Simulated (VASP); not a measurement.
Given:

```xyz
8
Lattice="4.4233 0.0000 0.0000 0.0000 4.4233 0.0000 0.0000 0.0000 4.4233" Properties=species:S:1:pos:R:3 pbc="T T T"
Mn     3.8143     2.8206     1.6027
Mn     1.6027     3.8143     2.8206
Mn     0.6090     0.6090     0.6090
Mn     2.8206     1.6027     3.8143
Si     0.6831     1.5286     2.8947
Si     2.8947     0.6831     1.5286
Si     3.7402     3.7402     3.7402
Si     1.5286     2.8947     0.6831
```
Starting moments (μB, in the order of the record's atoms Mn Mn Mn Mn Si Si Si Si): 0.6 0.6 0.6 0.6 0.0 0.0 0.0 0.0.

These are LDA (Ceperley-Alder, Perdew-Zunger), VASP's LDA PAW potentials (set 64) (plane waves; VASP) values and carry that method's errors. Numerical set-up: 400 eV cut-off, 8×8×8 Γ-centred mesh, tetrahedra with Blöchl corrections, potentials Mn_pv Si.

The moments were started parallel, and other spin orders were not tried in this run.

Task: What does the run give for the cell moment, energy per atom (σ→0), band gap (on the k-mesh) with the smallest direct gap where there is one?

Result: 
```json
{
 "band gap (on the k-mesh)": "none (metal, semimetal or under 0.01 eV)",
 "cell_moment": "1.99 μB",
 "energy per atom (σ→0)": "-8.596 eV/atom"
}
```

Task: Give the moment on each site (PAW-sphere projection).

Result: 
```
site  moment (μB)
----  -----------
Mn1          0.51
Mn2          0.51
Mn3          0.51
Mn4          0.51
Si5         -0.02
Si6         -0.02
Si7         -0.02
Si8         -0.02
```

Total energies compare only between runs with the same potentials, cut-off and functional.

The compound is MnSi in the B20 structure. It was relaxed first, which changed the volume by -9 %.
